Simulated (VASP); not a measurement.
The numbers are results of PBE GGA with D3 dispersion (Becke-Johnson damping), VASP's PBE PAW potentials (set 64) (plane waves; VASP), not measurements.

Gaps are without spin-orbit coupling.

Q: Order these relaxed crystals by band gap, smallest first: BeS, F-43m (216); KF, Fm-3m (225); InP, F-43m (216); AlN, P6_3mc (186).

A: InP, F-43m (216) (0.63 eV), BeS, F-43m (216) (3.06 eV), AlN, P6_3mc (186) (4.23 eV), KF, Fm-3m (225) (6.16 eV)
